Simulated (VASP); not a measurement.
Consider the following.

```
Tl3Br
1.0
   -2.32398     2.32398     5.47959
    2.32398    -2.32398     5.47959
    2.32398     2.32398    -5.47959
Tl Br
3 1
Direct
  0.75000   0.25000   0.50000
  0.25000   0.75000   0.50000
  0.50000   0.50000   0.00000
  0.00000   0.00000   0.00000
```

Computed with PBEsol GGA, VASP's PBE PAW potentials (set 64) (plane waves; VASP 6.6.1). Settings: 400 eV cut-off, 10×10×10 Γ-centred mesh, tetrahedra with Blöchl corrections, potentials Tl_d Br.

Unless said otherwise, spin-orbit coupling is left out, though it shifts the bands of the heavy elements here.

**Question.** What does the run give for the energy per atom (σ→0), band gap (on the k-mesh) with the smallest direct gap where there is one?

**Answer.** 
```
Item                                                         Value
------------------------  ----------------------------------------
band gap (on the k-mesh)  none (metal, semimetal or under 0.01 eV)
energy per atom (σ→0)                               -2.698 eV/atom
```

Total energies compare only between runs with the same potentials, cut-off and functional.

The structure comes from a computed database's Tl3Br entry (I4/mmm); how it stands against other phases isn't given here. It was relaxed first, which changed the volume by -11 %.
